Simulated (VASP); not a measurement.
## MgO: relaxation of cell and atoms with RPBE

The system is MgO.

```xyz
2
Lattice="0.0000 2.1438 2.1438 2.1438 0.0000 2.1438 2.1438 2.1438 0.0000" Properties=species:S:1:pos:R:3 pbc="T T T"
Mg    0.0000    0.0000    0.0000
O     2.1438    2.1438    2.1438
```

```json
{"Program": "VASP 6.6.1", "Task": "relaxation of cell and atoms", "Functional": "RPBE", "Potentials or basis": "VASP PAW PBE potentials, release 64 (Mg, O)", "Cutoff": "600 eV", "k mesh": "12 × 12 × 12", "Occupations": "gaussian, width 0.03 eV", "Spin": "no spin polarisation", "Further INCAR settings": "ALGO = Normal; EDIFF = 1e-07; IBRION = 2; EDIFFG = -0.005; NSW = 90; ISIF = 3"}
```

```yaml
Pressure_after_relaxing: -0.1 GPa
Band_gap_on_the_k_mesh: 4.33 eV, direct
```

Final structure:
```yaml
crystal:
  lattice:
    - [0.00000, 2.14382, 2.14382]
    - [2.14382, 0.00000, 2.14382]
    - [2.14382, 2.14382, 0.00000]
  atoms:
    - { symbol: Mg, position: [0.00000, 0.00000, 0.00000] }
    - { symbol: O, position: [0.50000, 0.50000, 0.50000] }
```

Levels at points of the mesh, in eV from the valence-band top:
```tsv
k point	band 1	band 2	band 3	band 4	band 5	band 6	band 7	band 8
(0.00, 0.00, 0.00)	-17.08	0.00	0.00	0.00	4.33	15.63	15.63	15.63
(0.50, 0.00, 0.00)	-15.94	-4.35	-0.59	-0.59	7.67	12.14	15.92	15.92
(0.50, 0.50, 0.00)	-15.71	-3.84	-1.27	-1.27	9.16	9.59	12.66	18.36
```

Run time: 6 s on 1 thread of Intel(R) Xeon(R) Platinum 8488C (Sapphire Rapids), on a shared host, peak memory 0.14 GiB.

Caveat: the relaxation stopped at its first step, so nothing moved; the PAW data sets were made with another functional, which shifts forces and pressure a little. A k mesh can miss the band edges.
